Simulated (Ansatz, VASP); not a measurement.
One calculation of CdTe3C, two programs

File INCAR:

```
SYSTEM = CdTe3C
PREC     = Accurate       ! precision mode
ENCUT    = 520            ! plane-wave cutoff, eV
EDIFF    = 1E-6           ! SCF threshold, eV
ISMEAR   = 0              ! smearing method
SIGMA    = 0.05           ! smearing width, eV
LREAL    = .FALSE.        ! projectors in reciprocal space
LASPH    = .TRUE.         ! aspherical terms in the spheres
NELM     = 100            ! most SCF steps
ALGO     = Normal         ! electronic algorithm
ISIF     = 2              ! what is computed and relaxed
LWAVE    = .FALSE.        ! write WAVECAR
LCHARG   = .FALSE.        ! write CHGCAR
GGA      = PE             ! functional
NBANDS   = 25             ! bands
```

File KPOINTS:

```
regular mesh
0
G
  4 4 4
  0 0 0
```

POSCAR

```
CdTe3C
1.0
    5.0200000000      0.0000000000      0.0000000000
    0.0000000000      5.0200000000      0.0000000000
    0.0000000000      0.0000000000      5.0200000000
Cd C Te
1 1 3
Direct
    0.0000000000      0.0000000000      0.0000000000
    0.5000000000      0.5000000000      0.5000000000
    0.5000000000      0.5000000000      0.0000000000
    0.5000000000      0.0000000000      0.5000000000
    0.0000000000      0.5000000000      0.5000000000
```

Input for Ansatz:

```yaml
crystal:
  lattice:
    - [5.02, 0.0, 0.0]
    - [0.0, 5.02, 0.0]
    - [0.0, 0.0, 5.02]
  atoms:
    - { symbol: Cd, position: [0.0, 0.0, 0.0] }
    - { symbol: C, position: [0.5, 0.5, 0.5] }
    - { symbol: Te, position: [0.5, 0.5, 0.0] }
    - { symbol: Te, position: [0.5, 0.0, 0.5] }
    - { symbol: Te, position: [0.0, 0.5, 0.5] }
basis:
  ecutwfc: 420
kpoints:
  mp_grid: { grid: [4, 4, 4] }
hamiltonian:
  xc: pbe
scf:
  occupations: { method: gaussian, width: 0.05 }
output:
  forces: true
  stress: true
  eigenvalues: true
```

The cell comes from a database or a generator and needn't be the stable form of this composition.

Alike in both runs: task single point; functional PBE; k mesh 4 × 4 × 4; occupations gaussian, width 0.05 eV; no spin polarisation.

```csv
,VASP,Ansatz
version,VASP 6.6.1,Ansatz 0.2.0
potentials or method,"VASP PAW PBE potentials, release 64 (Cd, C, Te)","scalar-relativistic, plane waves, PAW"
plane-wave cutoff (eV),520,420
valence electrons in the cell,34,72
```

|  | VASP | Ansatz | Ansatz less VASP |
| --- | --- | --- | --- |
| gap on the k mesh at the Fermi level (eV) | none | none | - |
| pressure (GPa) | -3.9 | -3.8 | +0.05 |

A gap of «none» marks a metal or a gap that the smearing closes. The two sets of potentials don't hold the same shells in valence.

The runs have no spin-orbit coupling, so splittings on Te are missing.
